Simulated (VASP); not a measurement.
Here is the system:

```
CELL_PARAMETERS angstrom
     -2.60615     2.60615     2.60615
      2.60615    -2.60615     2.60615
      2.60615     2.60615    -2.60615
ATOMIC_POSITIONS crystal
  K  0.00000 0.00000 0.00000
```

The numbers are results of PBEsol GGA, VASP's PBE PAW potentials (set 64) (plane waves; VASP), not measurements. Numerical set-up: 400 eV cut-off, 9×9×9 Γ-centred mesh, first-order Methfessel-Paxton smearing of 0.10 eV, potentials K_sv.

### Question
Predict the energy per atom (σ→0), band gap (on the k-mesh) with the smallest direct gap where there is one.

### Answer

The band gap (on the k-mesh) is none (metal, semimetal or under 0.01 eV) and the energy per atom (σ→0) is -1.136 eV/atom.

The absolute energy has meaning only against runs of the same code, potentials and settings.

The compound is K in the bcc structure. It was relaxed first. The start is the result of an earlier pass.
